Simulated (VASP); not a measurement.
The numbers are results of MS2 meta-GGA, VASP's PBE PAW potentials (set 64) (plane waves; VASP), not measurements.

The input files of a VASP run:

**POSCAR**
```
As
1
    3.6803640000    -1.8800000000     0.0000000000
    3.6803640000     1.8800000000     0.0000000000
    2.7200240000     0.0000000000     3.1114220000
As
2
Direct
  0.2270000000   0.2270000000   0.2270000000
  0.7730000000   0.7730000000   0.7730000000
```

File KPOINTS:
```
Automatic mesh
0
Gamma
11 11 11
0 0 0
```

INCAR:
```
SYSTEM=As
PREC=Accurate; ENCUT=520; LREAL=.False.
LASPH=.True.
EDIFF=1E-6; NELM=100; ALGO=Normal
LMAXMIX=4; LMIXTAU=.True.
ISMEAR=1; SIGMA=0.1
METAGGA=MS2
IBRION=2; NSW=60; ISIF=3
EDIFFG=-0.01
LWAVE=.False.; LCHARG=.False.
```

POTCAR, in this order: As (PBE.64 set). Program: vasp_std.

What VASP printed:

OUTCAR:
```
 ion  position               nearest neighbor table
   1  0.227  0.227  0.227-   2 2.52   2 2.52   2 2.52
   2  0.773  0.773  0.773-   1 2.52   1 2.52   1 2.52
  LATTYP: Found a trigonal (rhomboedric) cell.
 ALAT       =     4.1327326520
 COS(alpha) =     0.5861231962
 Subroutine PRICEL returns:
 Original cell was already a primitive cell.
 Subroutine GETGRP returns: Found 12 space group operations
The static configuration has the point symmetry D_3d.
The dynamic configuration has the point symmetry D_3d.
 Subroutine INISYM returns: Found 12 space group operations
 Subroutine IBZKPT returns following result:
 Found    146 irreducible k-points:

 Following reciprocal coordinates:
            Coordinates               Weight
  0.000000  0.000000  0.000000      1.000000
  0.090909  0.000000 -0.000000      6.000000
  0.181818  0.000000  0.000000      6.000000
  0.272727 -0.000000 -0.000000      6.000000
  0.363636  0.000000 -0.000000      6.000000
  0.454545 -0.000000 -0.000000      6.000000
  0.090909  0.090909 -0.000000      6.000000
  0.181818  0.090909 -0.000000     12.000000
...
```

### OSZICAR
```
...
DAV:   3    -0.201824917049E+02   -0.92419E+00   -0.92263E+00  2979   0.236E+01
DAV:   4    -0.201854810003E+02   -0.29893E-02   -0.29889E-02  3370   0.129E+00
DAV:   5    -0.201854834583E+02   -0.24580E-05   -0.24572E-05  2839   0.340E-02    0.432E+00
DAV:   6    -0.113636569171E+02    0.88218E+01   -0.47162E+00  2715   0.171E+01    0.198E+00
DAV:   7    -0.113545415273E+02    0.91154E-02   -0.32542E-02  3036   0.200E+00    0.124E+00
DAV:   8    -0.113739435882E+02   -0.19402E-01   -0.30156E-01  2658   0.486E+00    0.374E-01
DAV:   9    -0.113878678482E+02   -0.13924E-01   -0.39352E-02  2648   0.179E+00    0.142E-01
DAV:  10    -0.113853591009E+02    0.25087E-02   -0.12106E-02  2688   0.973E-01    0.186E-01
DAV:  11    -0.113882643934E+02   -0.29053E-02   -0.38305E-03  2654   0.742E-01    0.610E-02
DAV:  12    -0.113886772780E+02   -0.41288E-03   -0.73170E-04  2720   0.263E-01    0.193E-02
DAV:  13    -0.113885981593E+02    0.79119E-04   -0.42264E-04  2689   0.227E-01    0.240E-02
DAV:  14    -0.113887101806E+02   -0.11202E-03   -0.18773E-04  2649   0.162E-01    0.743E-03
DAV:  15    -0.113887177628E+02   -0.75822E-05   -0.66359E-05  2636   0.100E-01    0.351E-03
DAV:  16    -0.113887301866E+02   -0.12424E-04   -0.12781E-05  2656   0.474E-02    0.100E-03
DAV:  17    -0.113887310999E+02   -0.91332E-06   -0.82125E-07  1396   0.132E-02
   1 F= -.11388731E+02 E0= -.11388674E+02  d E =-.113887E+02
       N       E                     dE             d eps       ncg     rms          rms(c)
DAV:   1    -0.113909011866E+02   -0.21710E-02   -0.77853E-02  2640   0.166E+00    0.146E-01
DAV:   2    -0.113907267601E+02    0.17443E-03   -0.35676E-03  2707   0.563E-01    0.931E-02
DAV:   3    -0.113904324635E+02    0.29430E-03   -0.12035E-03  2729   0.280E-01    0.205E-02
DAV:   4    -0.113904666328E+02   -0.34169E-04   -0.76909E-05  2688   0.114E-01    0.159E-02
DAV:   5    -0.113904630865E+02    0.35463E-05   -0.81489E-05  2634   0.894E-02    0.841E-03
DAV:   6    -0.113904761383E+02   -0.13052E-04   -0.16635E-05  2668   0.385E-02    0.364E-03
DAV:   7    -0.113904777910E+02   -0.16527E-05   -0.37520E-06  2666   0.233E-02    0.195E-03
DAV:   8    -0.113904779683E+02   -0.17732E-06   -0.26003E-07  1320   0.620E-03
   2 F= -.11390478E+02 E0= -.11390412E+02  d E =-.174687E-02
       N       E                     dE             d eps       ncg     rms          rms(c)
DAV:   1    -0.113956003221E+02   -0.51225E-02   -0.53591E-01  2647   0.437E+00    0.386E-01
DAV:   2    -0.113946152295E+02    0.98509E-03   -0.23859E-02  2724   0.147E+00    0.245E-01
DAV:   3    -0.113925426316E+02    0.20726E-02   -0.83426E-03  2752   0.735E-01    0.555E-02
DAV:   4    -0.113927736168E+02   -0.23099E-03   -0.53173E-04  2715   0.308E-01    0.427E-02
DAV:   5    -0.113927584056E+02    0.15211E-04   -0.53219E-04  2639   0.230E-01    0.210E-02
DAV:   6    -0.113928196817E+02   -0.61276E-04   -0.11804E-04  2641   0.104E-01    0.934E-03
DAV:   7    -0.113928262757E+02   -0.65940E-05   -0.22777E-05  2678   0.586E-02    0.513E-03
DAV:   8    -0.113928266819E+02   -0.40618E-06   -0.17148E-06  2493   0.155E-02
   3 F= -.11392827E+02 E0= -.11392820E+02  d E =-.409558E-02
       N       E                     dE             d eps       ncg     rms          rms(c)
DAV:   1    -0.113936941337E+02   -0.86786E-03   -0.19626E-02  2655   0.843E-01    0.505E-02
DAV:   2    -0.113937105429E+02   -0.16409E-04   -0.79364E-04  2736   0.250E-01    0.237E-02
DAV:   3    -0.113937086323E+02    0.19106E-05   -0.10126E-04  3074   0.929E-02    0.883E-03
DAV:   4    -0.113937087415E+02   -0.10919E-06   -0.76354E-06  2828   0.347E-02
   4 F= -.11393709E+02 E0= -.11393722E+02  d E =-.882060E-03
       N       E                     dE             d eps       ncg     rms          rms(c)
DAV:   1    -0.113951960867E+02   -0.14875E-02   -0.17572E-01  2658   0.252E+00    0.150E-01
DAV:   2    -0.113953533938E+02   -0.15731E-03   -0.69465E-03  2746   0.739E-01    0.715E-02
DAV:   3    -0.113953246454E+02    0.28748E-04   -0.86336E-04  3074   0.279E-01    0.256E-02
DAV:   4    -0.113953311375E+02   -0.64921E-05   -0.11839E-04  2756   0.138E-01    0.157E-02
DAV:   5    -0.113952833173E+02    0.47820E-04   -0.26274E-04  2633   0.188E-01    0.889E-03
DAV:   6    -0.113953444697E+02   -0.61152E-04   -0.73357E-05  2635   0.922E-02    0.290E-03
DAV:   7    -0.113953493816E+02   -0.49119E-05   -0.11851E-05  2713   0.444E-02    0.934E-04
DAV:   8    -0.113953492991E+02    0.82558E-07   -0.69646E-07  1328   0.101E-02
   5 F= -.11395349E+02 E0= -.11395406E+02  d E =-.252262E-02
       N       E                     dE             d eps       ncg     rms          rms(c)
DAV:   1    -0.113931312899E+02    0.22181E-02   -0.69445E-01  2661   0.503E+00    0.300E-01
DAV:   2    -0.113938598917E+02   -0.72860E-03   -0.28251E-02  2763   0.151E+00    0.142E-01
DAV:   3    -0.113938824785E+02   -0.22587E-04   -0.35922E-03  3048   0.581E-01    0.545E-02
DAV:   4    -0.113939160476E+02   -0.33569E-04   -0.30235E-04  2835   0.226E-01    0.300E-02
DAV:   5    -0.113938312326E+02    0.84815E-04   -0.45129E-04  2636   0.274E-01    0.902E-03
DAV:   6    -0.113939379835E+02   -0.10675E-03   -0.29383E-04  2631   0.211E-01    0.690E-03
DAV:   7    -0.113939474474E+02   -0.94640E-05   -0.22878E-05  2677   0.475E-02    0.171E-03
DAV:   8    -0.113939471789E+02    0.26855E-06   -0.10261E-06  1506   0.134E-02
   6 F= -.11393947E+02 E0= -.11393991E+02  d E =-.112050E-02
       N       E                     dE             d eps       ncg     rms          rms(c)
DAV:   1    -0.113951118265E+02   -0.11644E-02   -0.36579E-01  2663   0.365E+00    0.219E-01
DAV:   2    -0.113955333117E+02   -0.42149E-03   -0.15177E-02  2730   0.110E+00    0.102E-01
DAV:   3    -0.113955707013E+02   -0.37390E-04   -0.18373E-03  3063   0.432E-01    0.379E-02
DAV:   4    -0.113955858182E+02   -0.15117E-04   -0.13775E-04  2864   0.150E-01    0.207E-02
DAV:   5    -0.113955327827E+02    0.53035E-04   -0.24277E-04  2637   0.193E-01    0.725E-03
DAV:   6    -0.113956017057E+02   -0.68923E-04   -0.98625E-05  2634   0.114E-01    0.383E-03
DAV:   7    -0.113956039441E+02   -0.22384E-05   -0.73968E-06  2734   0.343E-02    0.121E-03
DAV:   8    -0.113956037137E+02    0.23036E-06   -0.32912E-07  1325   0.753E-03
   7 F= -.11395604E+02 E0= -.11395667E+02  d E =-.277703E-02
       N       E                     dE             d eps       ncg     rms          rms(c)
DAV:   1    -0.113956039882E+02   -0.44093E-07   -0.25007E-04  2661   0.966E-02    0.593E-03
DAV:   2    -0.113956040563E+02   -0.68147E-07   -0.11121E-05  2722   0.303E-02    0.269E-03
DAV:   3    -0.113956039702E+02    0.86157E-07   -0.15724E-06  2657   0.131E-02
   8 F= -.11395604E+02 E0= -.11395667E+02  d E =-.277729E-02
       N       E                     dE             d eps       ncg     rms          rms(c)
DAV:   1    -0.113957307407E+02   -0.12668E-03   -0.15622E-03  2709   0.242E-01    0.206E-02
DAV:   2    -0.113957129220E+02    0.17819E-04   -0.52838E-05  2916   0.559E-02    0.111E-02
DAV:   3    -0.113957129310E+02   -0.90217E-08   -0.37421E-05  2948   0.588E-02    0.347E-03
DAV:   4    -0.113957138228E+02   -0.89174E-06   -0.31541E-06  2701   0.215E-02
   9 F= -.11395714E+02 E0= -.11395775E+02  d E =-.109853E-03
       N       E                     dE             d eps       ncg     rms          rms(c)
DAV:   1    -0.113958691615E+02   -0.15623E-03   -0.58545E-03  2712   0.468E-01    0.399E-02
DAV:   2    -0.113958015092E+02    0.67652E-04   -0.19952E-04  2915   0.111E-01    0.215E-02
DAV:   3    -0.113958011514E+02    0.35779E-06   -0.13925E-04  2953   0.114E-01    0.657E-03
DAV:   4    -0.113958037160E+02   -0.25646E-05   -0.10694E-05  2715   0.418E-02    0.333E-03
DAV:   5    -0.113958044952E+02   -0.77922E-06   -0.34915E-06  2643   0.237E-02
  10 F= -.11395804E+02 E0= -.11395859E+02  d E =-.200525E-03
```

### OUTCAR
```
------------------------ aborting loop because EDIFF is reached ----------------------------------------
  FORCE on cell =-STRESS in cart. coord.  units (eV):
  Direction    XX          YY          ZZ          XY          YZ          ZX
  --------------------------------------------------------------------------------------
  Total        0.0049117      0.0072287      0.0070079      0.0000000     -0.0000000     -0.0007151
  in kB        0.1885138      0.2774433      0.2689714      0.0000000     -0.0000000     -0.0274481
  external PRESSURE =       0.2449762 kB  Pullay stress =       0.0000000 kB
  volume of cell :       41.74
      direct lattice vectors                 reciprocal lattice vectors
     3.553816640 -1.887368600 -0.043511112     0.139260241 -0.264919105 -0.117088180
     3.553816640  1.887368600 -0.043511112     0.139260241  0.264919105 -0.117088180
     2.589712627  0.000000000  3.080106010     0.003934519 -0.000000000  0.321356058
 POSITION                                       TOTAL-FORCE (eV/Angst)
 -----------------------------------------------------------------------------------
      2.22474      0.00000      0.68667        -0.008575     -0.000000     -0.002647
      7.47261      0.00000      2.30642         0.008575      0.000000      0.002647
 -----------------------------------------------------------------------------------
    total drift:                               -0.000000     -0.000000     -0.000000
  FREE ENERGIE OF THE ION-ELECTRON SYSTEM (eV)
  ---------------------------------------------------
  free  energy   TOTEN  =       -11.3958044952 eV

  energy  without entropy=      -11.3959694557  energy(sigma->0) =      -11.39585948

 reached required accuracy - stopping structural energy minimisation
```
(Selected blocks of OUTCAR.)

File CONTCAR:
```
As
   1.00000000000000
     3.5538166401823452   -1.8873685997820180   -0.0435111115340104
     3.5538166401823452    1.8873685997820180   -0.0435111115340104
     2.5897126270865676    0.0000000000000000    3.0801060097652369
  As
     2
Direct
     0.2294172644205447    0.2294172644205447    0.2294172644184646
     0.7705827355794553    0.7705827355794553    0.7705827355815354
```

Energy and stress use the plane-wave basis of the starting cell.

The compound is As in the a7 structure. This run relaxes it. Symmetry was kept, so distortions that lower it aren't found.
